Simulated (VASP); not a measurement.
All values below come from RPBE GGA, VASP's PBE PAW potentials (set 64) (plane waves; VASP).

A VASP calculation is set up with these files.

KPOINTS:
```
Automatic mesh
0
Gamma
11 11 11
0 0 0
```

### INCAR
```
SYSTEM=LiF
PREC=Accurate; ENCUT=520; LREAL=.False.
LASPH=.True.
EDIFF=1E-7; NELM=100; ALGO=Normal
ISMEAR=0; SIGMA=0.05
GGA=RP
ISIF=2
LWAVE=.False.; LCHARG=.False.
```

POSCAR:
```
LiF
1
    0.0000000000     2.0266959421     2.0266959421
    2.0266959421     0.0000000000     2.0266959421
    2.0266959421     2.0266959421     0.0000000000
Li F
1 1
Direct
  0.0000000000   0.0000000000   0.0000000000
  0.5000000000   0.5000000000   0.5000000000
```

POTCAR, in this order: Li_sv F (PBE.64 set). Program: vasp_std.

The run wrote:

### OSZICAR
```
       N       E                     dE             d eps       ncg     rms          rms(c)
DAV:   1     0.325572374928E+02    0.32557E+02   -0.55435E+03  1056   0.112E+03
DAV:   2    -0.862392453579E+01   -0.41181E+02   -0.40550E+02  1105   0.209E+02
DAV:   3    -0.971718362577E+01   -0.10933E+01   -0.10912E+01  1306   0.323E+01
DAV:   4    -0.972800922324E+01   -0.10826E-01   -0.10825E-01  1386   0.331E+00
DAV:   5    -0.972803630099E+01   -0.27078E-04   -0.27077E-04  1383   0.134E-01    0.467E+00
DAV:   6    -0.918489742619E+01    0.54314E+00   -0.29174E+00  1027   0.134E+01    0.144E+00
DAV:   7    -0.919775532744E+01   -0.12858E-01   -0.22870E-02  1347   0.173E+00    0.897E-01
DAV:   8    -0.921381552676E+01   -0.16060E-01   -0.30667E-02  1236   0.216E+00    0.107E-01
DAV:   9    -0.921410477154E+01   -0.28924E-03   -0.11600E-03  1244   0.374E-01    0.448E-02
DAV:  10    -0.921424842348E+01   -0.14365E-03   -0.34273E-04  1154   0.177E-01    0.146E-02
DAV:  11    -0.921425439713E+01   -0.59737E-05   -0.11064E-05  1311   0.361E-02    0.234E-03
DAV:  12    -0.921425453169E+01   -0.13456E-06   -0.13676E-06  1102   0.133E-02    0.956E-04
DAV:  13    -0.921425461351E+01   -0.81828E-07   -0.75806E-08  1219   0.242E-03
   1 F= -.92142546E+01 E0= -.92142546E+01  d E =-.157261E-30
```

File OUTCAR:
```
------------------------ aborting loop because EDIFF is reached ----------------------------------------
  FORCE on cell =-STRESS in cart. coord.  units (eV):
  Direction    XX          YY          ZZ          XY          YZ          ZX
  --------------------------------------------------------------------------------------
  Total        0.4549548      0.4549548      0.4549548      0.0000000      0.0000000     -0.0000000
  in kB       43.7807361     43.7807361     43.7807361      0.0000000      0.0000000     -0.0000000
  external PRESSURE =      43.7807361 kB  Pullay stress =       0.0000000 kB
  volume of cell :       16.65
      direct lattice vectors                 reciprocal lattice vectors
     0.000000000  2.026695942  2.026695942    -0.246706963  0.246706963  0.246706963
     2.026695942  0.000000000  2.026695942     0.246706963 -0.246706963  0.246706963
     2.026695942  2.026695942  0.000000000     0.246706963  0.246706963 -0.246706963
  FREE ENERGIE OF THE ION-ELECTRON SYSTEM (eV)
  ---------------------------------------------------
  free  energy   TOTEN  =        -9.2142546135 eV

  energy  without entropy=       -9.2142546135  energy(sigma->0) =       -9.21425461
```
(Selected blocks of OUTCAR.)

The compound is LiF in the rock salt structure. This cell is one point of a volume scan, at 0.94 of the reference volume.
